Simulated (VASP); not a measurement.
# BiSbS4 (P-3m1) in VASP: density of states with PBE

Aim: the density of states of BiSbS4 with PBE.

Program: VASP 6.6.1. These are calculated values, not measurements. Logs are shortened: lines on timing, memory, paths and dates and some standing lists are left out, and cuts for length are marked.

### Step 1. Starting point

The structure is trigonal, space group P-3m1 (No. 164). The conventional cell has a = 3.812 Å, b = 3.812 Å, c = 13.040 Å, α = 90.00°, β = 90.00°, γ = 120.00°. Around Sb (site symmetry -3m) lie 6 S at 2.67 Å. Around Bi (site symmetry -3m) lie 6 S at 2.75 Å. Around S (site symmetry 3m) lie 3 Sb at 2.67 Å. S (site symmetry 3m) is surrounded by 3 Bi at 2.75 Å.

The cell was built by a generator and needn't be a form met in nature.

### Step 2. Density of states, PBE

Input file POSCAR:

```
BiSbS4                                  
1.0
    3.8122657629      0.0000000002     -0.0000000000
   -1.9061328862      3.3015189944      0.0000000000
   -0.0000000000      0.0000000000     13.0401203065
  Sb              Bi              S             
     1     1     4
Direct
     0.0000000000000000    0.0000000000000000    0.5000000000000000
     0.0000000000000000    0.0000000000000000    0.0000000000000000
     0.6666666699999979    0.3333333300000021    0.6159937174275302
     0.6666666699999979    0.3333333300000021    0.1260817295235227
     0.3333333300000021    0.6666666699999979    0.8739182704764772
     0.3333333300000021    0.6666666699999979    0.3840062825724698
```

Input file INCAR.step1:

```
SYSTEM = BiSbS4
  PREC = Accurate
  ENCUT = 520
  EDIFF = 1E-6
  ISMEAR = 0
  SIGMA = 0.1
  LREAL = .FALSE.
  LASPH = .TRUE.
  NELM = 100
  ALGO = Normal
  ISIF = 2
  LWAVE = .FALSE.
  LCHARG = .TRUE.
  GGA = PE
  NBANDS = 31
  KPAR = 4
```

Input file KPOINTS.step1:

```
Automatic mesh
0
G
  10 10 4
  0 0 0
```

Input file INCAR.step2:

```
SYSTEM = BiSbS4
  PREC = Accurate
  ENCUT = 520
  EDIFF = 1E-6
  ISMEAR = -5
  SIGMA = 0.1
  LREAL = .FALSE.
  LASPH = .TRUE.
  NELM = 100
  ALGO = Normal
  ISIF = 2
  LWAVE = .FALSE.
  LCHARG = .FALSE.
  GGA = PE
  LORBIT = 11
  NBANDS = 31
  KPAR = 4
  NEDOS = 1001
  ICHARG = 11
```

Input file KPOINTS.step2:

```
Automatic mesh
0
G
  15 15 6
  0 0 0
```

Potentials or basis: VASP PAW PBE potentials, release 64 (Sb, Bi_d, S).

Launch:

```bash
$ cat potpaw_PBE.64/Sb/POTCAR potpaw_PBE.64/Bi_d/POTCAR potpaw_PBE.64/S/POTCAR > POTCAR
$ cp INCAR.step1 INCAR
$ cp KPOINTS.step1 KPOINTS
$ mpirun -np 4 vasp_std > vasp.out
$ cp INCAR.step2 INCAR
$ cp KPOINTS.step2 KPOINTS
$ mpirun -np 4 vasp_std > vasp.out
```

OUTCAR:

```text
SYSTEM = BiSbS4
   PREC = Accurate
   ENCUT = 520
   EDIFF = 1E-6
   ISMEAR = -5
   LREAL = .FALSE.
   LASPH = .TRUE.
   NELM = 100
   ISIF = 2
   GGA = PE
   LORBIT = 11
   ICHARG = 11

 ion  position               nearest neighbor table
   1  0.000  0.000  0.500-   3 2.67   6 2.67   3 2.67   6 2.67   3 2.67   6 2.67
   2  0.000  0.000  0.000-   4 2.75   5 2.75   4 2.75   5 2.75   4 2.75   5 2.75
   3  0.667  0.333  0.616-   1 2.67   1 2.67   1 2.67
   4  0.667  0.333  0.126-   2 2.75   2 2.75   2 2.75
   5  0.333  0.667  0.874-   2 2.75   2 2.75   2 2.75
   6  0.333  0.667  0.384-   1 2.67   1 2.67   1 2.67

  LATTYP: Found a hexagonal cell.
 ALAT       =     3.8122657629
 C/A-ratio  =     3.4205695818

  Lattice vectors:

 A1 = (   3.8122657629,   0.0000000002,   0.0000000000)
 A2 = (  -1.9061328862,   3.3015189944,   0.0000000000)
 A3 = (   0.0000000000,   0.0000000000,  13.0401203065)

Analysis of symmetry for initial positions (statically):
=====================================================================
 Subroutine PRICEL returns:
 Original cell was already a primitive cell.

 Routine SETGRP: Setting up the symmetry group for a
 hexagonal supercell.

 Subroutine GETGRP returns: Found 12 space group operations
 (whereof 12 operations were pure point group operations)
 out of a pool of 24 trial point group operations.

The static configuration has the point symmetry D_3d.

Analysis of symmetry for dynamics (positions and initial velocities):
=====================================================================
 Subroutine PRICEL returns:
 Original cell was already a primitive cell.

 Routine SETGRP: Setting up the symmetry group for a
 hexagonal supercell.

 Subroutine GETGRP returns: Found 12 space group operations
 (whereof 12 operations were pure point group operations)
 out of a pool of 24 trial point group operations.

The dynamic configuration has the point symmetry D_3d.

 Subroutine INISYM returns: Found 12 space group operations
 (whereof 12 operations are pure point group operations),
 and found     1 'primitive' translations

----------------------------------------------------------------------------------------

                                     Primitive cell

  volume of cell :     164.1264

  direct lattice vectors                    reciprocal lattice vectors
     3.812265763  0.000000000  0.000000000     0.262311198  0.151445441  0.000000000
    -1.906132886  3.301518994  0.000000000    -0.000000000  0.302890882  0.000000000
     0.000000000  0.000000000 13.040120307     0.000000000  0.000000000  0.076686409

  length of vectors
     3.812265763  3.812265763 13.040120307     0.302890882  0.302890882  0.076686409

  position of ions in fractional coordinates (direct lattice)
     0.000000000  0.000000000  0.500000000
     0.000000000  0.000000000  0.000000000
     0.666666670  0.333333330  0.615993717
     0.666666670  0.333333330  0.126081730
     0.333333330  0.666666670  0.873918270
     0.333333330  0.666666670  0.384006283

  ion indices of the primitive-cell ions
   primitive index   ion index
                 1           1
                 2           2
                 3           3
                 4           4
                 5           5
                 6           6

----------------------------------------------------------------------------------------

 KPOINTS: Automatic mesh

Automatic generation of k-mesh.
 Grid dimensions read from file:
 generate k-points for:   15   15    6

 Generating k-lattice:

  Cartesian coordinates                     Fractional coordinates (reciprocal lattice)
     0.017487413  0.010096363  0.000000000     0.066666667  0.000000000  0.000000000
    -0.000000000  0.020192725  0.000000000     0.000000000  0.066666667  0.000000000
     0.000000000  0.000000000  0.012781068     0.000000000  0.000000000  0.166666667

  Length of vectors
     0.020192725  0.020192725  0.012781068

  Shift w.r.t. Gamma in fractional coordinates (k-lattice)
     0.000000000  0.000000000  0.000000000

 TETIRR: Found   1946 inequivalent tetrahedra from     8100

 Subroutine IBZKPT returns following result:
 ===========================================

 Found    146 irreducible k-points:

 Following reciprocal coordinates:
            Coordinates               Weight
  0.000000  0.000000  0.000000      1.000000
  0.066667  0.000000  0.000000      6.000000
  0.133333  0.000000  0.000000      6.000000
  0.200000 -0.000000  0.000000      6.000000
  0.266667  0.000000  0.000000      6.000000
  0.333333  0.000000  0.000000      6.000000
[... 16 lines left out ...]
  0.333333  0.200000  0.000000     12.000000
  0.400000  0.200000  0.000000      6.000000
 [... further k-points ...]
   k-points           NKPTS =    146   k-points in BZ     NKDIM =    146   number of bands    NBANDS=     31
   number of dos      NEDOS =   1001   number of ions     NIONS =      6
   total plane-waves  NPLWV =  76832
   dimension x,y,z NGX =    28 NGY =   28 NGZ =   98
   dimension x,y,z NGXF=    56 NGYF=   56 NGZF=  196
   ions per type =               1   1   4
   NGX,Y,Z   is equivalent  to a cutoff of  12.21, 12.21, 12.49 a.u.
   NGXF,Y,Z  is equivalent  to a cutoff of  24.42, 24.42, 24.99 a.u.
 SYSTEM =  BiSbS4
   PREC   = accura    normal or accurate (medium, high low for compatibility)
   ISTART =      0    job   : 0-new  1-cont  2-samecut
   ICHARG =     11    charge: 1-file 2-atom 10-const
   ISPIN  =      1    spin polarized calculation?
   LNONCOLLINEAR =      F non collinear calculations
   LSORBIT =      F    spin-orbit coupling
   LASPH  =      T    aspherical Exc in radial PAW
   ENCUT  =  520.0 eV  38.22 Ry    6.18 a.u.   7.09  7.09 24.25*2*pi/ulx,y,z
   NELM   =    100;   NELMIN=  2; NELMDL=  0     # of ELM steps
   EDIFF  = 0.1E-05   stopping-criterion for ELM
   LREAL  =      F    real-space projection
   EDIFFG = 0.1E-04   stopping-criterion for IOM
   NSW    =      0    number of steps for IOM
   IBRION =     -1    ionic relax: 0-MD 1-quasi-New 2-CG
   NFREE  =      0    steps in history (QN), initial steepest desc. (CG)
   ISIF   =      2    stress and relaxation
   ISYM   =      2    0-nonsym 1-usesym 2-fastsym
   POTIM  = 0.5000    time-step for ionic-motion
   TEBEG  =    0.0;   TEEND  =   0.0 temperature during run
   PSTRESS=    0.0 pullay stress
   NELECT =      44.0000    total number of electrons
   NUPDOWN=      -1.0000    fix difference up-down
   EMIN   =  10.00;   EMAX   =-10.00  energy-range for DOS
   EFERMI =   0.00;   METHOD = LEGACY
   ISMEAR =    -5;   SIGMA  =   0.10  broadening in eV -4-tet -1-fermi 0-gaus
   EFERMI_NEDOS =   21; number of points for ismear=-14 and -15
   IALGO  =     38    algorithm
   IMIX   =      4    mixing-type and parameters
     AMIX     =   0.40;   BMIX     =  1.00
     AMIX_MAG =   1.60;   BMIX_MAG =  1.00
  volume/ion in A,a.u.               =      27.35       184.60
  Fermi-wavevector in a.u.,A,eV,Ry     =   1.055600  1.994795 15.160865  1.114292
  Thomas-Fermi vector in A             =   2.190805
   LORBIT       =     11    0 simple, 1 ext, 2 COOP (PROOUT), +10 PAW based schemes
   GGA     = PE    functional components
   LHFCALC =     F    Hartree Fock is set to
   AEXX    =    0.0000 exact exchange contribution
   IVDW    =     0    specifies the selected vdW correction
   LEPSILON=     F    determine dielectric tensor
   LRPA    =     F    only Hartree local field effects (RPA)
 non-spin polarized calculation
 Fermi weights with tetrahedron method with Bloechl corrections
  energy-cutoff  :      520.00
  volume of cell :      164.13
 maximum number of plane-waves:      4455

 number of electron      44.0000005 magnetization

 Free energy of the ion-electron system (eV)
  ---------------------------------------------------
  ext. energy  EPLUGINS =         0.00000000
  ---------------------------------------------------
  free energy    TOTEN  =       -24.81839048 eV

  energy without entropy =      -24.81839048  energy(sigma->0) =      -24.81839048

 E-fermi :   3.8083     XC(G=0):  -8.8002

 val. band max:        3.8058569604   @ k =   0.3333   0.2667   0.5000
 cond. band min:       3.7702702411   @ k =   0.0000   0.0000   0.5000
 fundamental gap:     -0.0355867193
 Fermi energy:         3.8082573201

 k-point     1 :       0.0000    0.0000    0.0000
  band No.  band energies     occupation
      1     -18.8599      2.00000
      2     -18.8599      2.00000
      3     -18.8264      2.00000
      4     -18.8014      2.00000
      5     -18.8014      2.00000
      6     -10.7595      2.00000
[... 23 lines left out ...]
     30      10.9172      0.00000
     31      11.2173      0.00000

 k-point     2 :       0.0667    0.0000    0.0000
  band No.  band energies     occupation
      1     -18.8608      2.00000
      2     -18.8571      2.00000
      3     -18.8247      2.00000
      4     -18.8032      2.00000
      5     -18.8017      2.00000
      6     -10.7126      2.00000
[... 23 lines left out ...]
     30      10.7863      0.00000
     31      11.0632      0.00000

 k-point     3 :       0.1333    0.0000    0.0000
  band No.  band energies     occupation
      1     -18.8641      2.00000
      2     -18.8494      2.00000
      3     -18.8199      2.00000
      4     -18.8083      2.00000
      5     -18.8025      2.00000
      6     -10.5734      2.00000
[... 703 lines left out ...]
     30       9.5360      0.00000
     31      10.4897      0.00000

 k-point    24 :       0.4000    0.2000    0.0000
  band No.  band energies     occupation
      1     -18.8749      2.00000
      2     -18.8323      2.00000
      3     -18.8283      2.00000
      4     -18.7993      2.00000
      5     -18.7834      2.00000
      6      -8.6859      2.00000
[... 23 lines left out ...]
     30       9.4822      0.00000
     31      10.4796      0.00000

 [... further k-points ...]

------------------------ aborting loop because EDIFF is reached ----------------------------------------

  FORCE on cell =-STRESS in cart. coord.  units (eV):
  Direction    XX          YY          ZZ          XY          YZ          ZX
  --------------------------------------------------------------------------------------
  -------------------------------------------------------------------------------------
  Total       -0.1077244     -0.1077244     -0.1233158      0.0000000      0.0000000     -0.0000000
  in kB       -1.0515895     -1.0515895     -1.2037896      0.0000000      0.0000000     -0.0000000
  external PRESSURE =      -1.1023229 kB  Pullay stress =       0.0000000 kB

 VOLUME and BASIS-vectors are now :
 -----------------------------------------------------------------------------
  energy-cutoff  :      520.00
  volume of cell :      164.13
      direct lattice vectors                 reciprocal lattice vectors
     3.812265763  0.000000000  0.000000000     0.262311198  0.151445441  0.000000000
    -1.906132886  3.301518994  0.000000000    -0.000000000  0.302890882  0.000000000
     0.000000000  0.000000000 13.040120307     0.000000000  0.000000000  0.076686409

 POSITION                                       TOTAL-FORCE (eV/Angst)
 -----------------------------------------------------------------------------------
      0.00000      0.00000      6.52006         0.000000      0.000000      0.000000
      0.00000      0.00000      0.00000         0.000000      0.000000      0.000000
      1.90613      1.10051      8.03263        -0.000000     -0.000000      0.015828
      1.90613      1.10051      1.64412        -0.000000     -0.000000      0.018491
     -0.00000      2.20101     11.39600         0.000000      0.000000     -0.018491
     -0.00000      2.20101      5.00749         0.000000      0.000000     -0.015828
 -----------------------------------------------------------------------------------
    total drift:                                0.000000      0.000000     -0.000000

  FREE ENERGIE OF THE ION-ELECTRON SYSTEM (eV)
  ---------------------------------------------------
  free  energy   TOTEN  =       -24.8183904776 eV

  energy  without entropy=      -24.8183904776  energy(sigma->0) =      -24.81839048

 total charge

# of ion       s       p       d       tot
------------------------------------------
    1        1.221   0.925   0.099   2.244
    2        1.556   1.082  10.012  12.651
    3        1.376   2.265   0.000   3.641
    4        1.374   2.273   0.000   3.646
    5        1.374   2.273   0.000   3.646
    6        1.376   2.265   0.000   3.641
--------------------------------------------------
tot          8.276  11.081  10.111  29.469
```

Run time: 1.8 min. Hardware: 4 MPI ranks of Intel Xeon 6975P-C (Granite Rapids), shared host; peak memory 0.74 GiB.

What came out:

| Quantity | Value |
| --- | --- |
| Valence electrons inside the program's atomic spheres | Sb 2.24; Bi 12.65; S 3.64, 3.65 |

Levels at points of the mesh, in eV from the Fermi level:
```
           k point  band 19  band 20  band 21  band 22  band 23  band 24  band 25  band 26
(0.00, 0.00, 0.00)    -1.19    -0.71    -0.63    -0.63     0.22     1.27     2.28     2.53
(0.00, 0.00, 0.50)    -1.19    -0.63    -0.63    -0.22    -0.04     1.29     2.27     2.53
```

States per cell in windows of 0.5 eV (zero at the Fermi level; states under -8 eV left out):
```
from (eV)  total  S3_p  S6_p  S4_p  S5_p  Bi2_p  Sb1_p
     -8.0   0.31  0.01  0.01  0.00  0.00   0.00   0.00
     -7.5   0.18  0.01  0.01  0.00  0.00   0.00   0.00
     -7.0   0.00  0.00  0.00  0.00  0.00   0.00   0.00
     -6.5   0.00  0.00  0.00  0.00  0.00   0.00   0.00
     -6.0   0.10  0.01  0.01  0.00  0.00   0.00   0.02
     -5.5   1.05  0.14  0.14  0.00  0.00   0.00   0.15
     -5.0   1.11  0.10  0.10  0.05  0.05   0.07   0.10
     -4.5   1.75  0.14  0.14  0.11  0.11   0.14   0.14
     -4.0   2.06  0.20  0.20  0.12  0.12   0.14   0.18
     -3.5   2.23  0.20  0.20  0.17  0.17   0.19   0.14
     -3.0   2.07  0.12  0.12  0.25  0.25   0.23   0.07
     -2.5   1.96  0.26  0.26  0.16  0.16   0.11   0.04
     -2.0   3.55  0.70  0.70  0.17  0.17   0.08   0.02
     -1.5   3.10  0.14  0.14  0.64  0.64   0.03   0.01
     -1.0   1.56  0.04  0.04  0.35  0.35   0.01   0.00
     -0.5   1.63  0.15  0.15  0.20  0.20   0.01   0.01
      0.0   2.06  0.24  0.24  0.24  0.24   0.01   0.01
      0.5   0.00  0.00  0.00  0.00  0.00   0.00   0.00
      1.0   0.02  0.00  0.00  0.00  0.00   0.00   0.01
      1.5   0.11  0.01  0.01  0.00  0.00   0.00   0.03
      2.0   0.36  0.02  0.02  0.00  0.00   0.01   0.09
      2.5   1.42  0.10  0.10  0.01  0.01   0.07   0.32
      3.0   2.48  0.13  0.13  0.12  0.12   0.35   0.33
      3.5   3.20  0.20  0.20  0.15  0.15   0.48   0.48
      4.0   3.19  0.15  0.15  0.24  0.24   0.68   0.31
      4.5   1.21  0.04  0.04  0.11  0.11   0.29   0.06
      5.0   0.73  0.03  0.03  0.01  0.01   0.03   0.01
      5.5   1.22  0.02  0.02  0.01  0.01   0.01   0.01
      6.0   1.03  0.01  0.01  0.01  0.01   0.01   0.01
      6.5   0.69  0.01  0.01  0.01  0.01   0.01   0.01
      7.0   0.32  0.00  0.00  0.00  0.00   0.00   0.00
      7.5   0.00  0.00  0.00  0.00  0.00   0.00   0.00
```

Caveat: spin-orbit coupling is left out, which moves the levels of the heavy elements; this functional lacks dispersion, which binds the layers, so the pressure and a relaxed spacing across them are unreliable; tetrahedron occupations give inexact forces and stress in metals.
